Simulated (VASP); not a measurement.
Computed with PBE GGA, VASP's PBE PAW potentials (set 64) (plane waves; VASP).

VASP ran on this input.

### KPOINTS
```
Automatic mesh
0
Gamma
8 8 8
0 0 0
```

### INCAR
```
# general
SYSTEM  = ZnS
PREC    = Accurate
ENCUT   = 530
LREAL   = .FALSE.
LASPH   = .TRUE.

# electronic loop
EDIFF   = 1E-7
NELM    = 100
ALGO    = Normal
LMAXMIX = 4

# smearing
ISMEAR  = 0
SIGMA   = 0.05

# functional
GGA     = PE

# ions
IBRION  = 6
NSW     = 1
ISIF    = 3
POTIM   = 0.015
NFREE   = 2

# output
LWAVE   = .FALSE.
LCHARG  = .FALSE.
```

File POSCAR:
```
ZnS
3.8474030
  0.0000000000   0.7071068139   0.7071068139
  0.7071068139   0.0000000000   0.7071068139
  0.7071068139   0.7071068139   0.0000000000
Zn S
1 1
Cart
  0.0000000000   0.0000000000   0.0000000000
  0.3535534070   0.3535534070   0.3535534070
```

POTCAR, in this order: Zn S (PBE.64 set). Program: vasp_std.

Task: What will the output report for the number of irreducible k-points (NKPTS), number of bands (NBANDS), largest plane-wave count, number of space-group operations, FFT grid (NGX, NGY, NGZ)?

Result: 
```json
{
 "number of irreducible k-points (NKPTS)": "29",
 "number of bands (NBANDS)": "13",
 "largest_plane_wave_count": "1139",
 "number_of_space_group_operations": "24",
 "FFT grid (NGX, NGY, NGZ)": "30 × 30 × 30"
}
```

The compound is ZnS in the zinc blende structure. It was relaxed first.
